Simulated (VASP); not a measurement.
The system is PtSe2 (Sudovikovite).

```
Pt Se
1.0
     3.72400    0.00000    0.00000
    -1.86200    3.22508    0.00000
     0.00000    0.00000    5.06200
Pt Se
1 2
Direct
  0.00000 0.00000 0.00000
  0.33333 0.66667 0.25000
  0.66667 0.33333 0.75000
```

```yaml
Program: VASP 6.6.1
Task: relaxation of cell and atoms
Functional: r2SCAN
Dispersion: rVV10
Potentials_or_basis: VASP PAW PBE potentials, release 64 (Pt, Se)
Cutoff: 600 eV
k_mesh: 9 × 9 × 5
Occupations: gaussian, width 0.03 eV
Spin: no spin polarisation
```

At the start: pressure 4.0 GPa; volume 20.27 Å³/atom.

Task: Where does the relaxation end?

Result: Over 14 steps the energy falls by 9.1 meV/atom and the volume is 21.21 Å³/atom (+4.7 %); space group P-3m1 (No. 164, to 0.05 Å).

The path:
| step | energy change (eV) | largest force (eV/Å) | pressure (GPa) | volume (Å³) |
| --- | --- | --- | --- | --- |
| 1 | 0.0000 | 0.4326 | 4.01 | 60.80 |
| 2 | 0.0442 | 0.6153 | -5.95 | 65.37 |
| 3 | -0.0227 | 0.0139 | -0.07 | 62.42 |
| 4 | -0.0227 | 0.0213 | 0.00 | 62.38 |
| 5 | -0.0240 | 0.0108 | 0.05 | 62.41 |
| 6 | -0.0249 | 0.0601 | 0.11 | 62.45 |
| 7 | -0.0249 | 0.0660 | 0.12 | 62.46 |
| 8 | -0.0255 | 0.0645 | 0.04 | 62.64 |
| 9 | -0.0266 | 0.0621 | -0.24 | 63.17 |
| 10 | -0.0266 | 0.0594 | -0.71 | 64.25 |
| 11 | -0.0270 | 0.0587 | -0.42 | 63.65 |
| 12 | -0.0273 | 0.0348 | -0.23 | 63.64 |
| 13 | -0.0274 | 0.0036 | 0.07 | 63.64 |
| 14 | -0.0274 | 0.0016 | 0.05 | 63.64 |

Final structure:
```
Pt Se
1.0
     3.73349    0.00000    0.00000
    -1.86674    3.23330    0.00000
     0.00000    0.00000    5.27194
Pt Se
1 2
Direct
  0.00000 0.00000 0.00000
  0.33333 0.66667 0.24671
  0.66667 0.33333 0.75329
```

Caveat: the PAW data sets were made with another functional, which shifts forces and pressure a little.
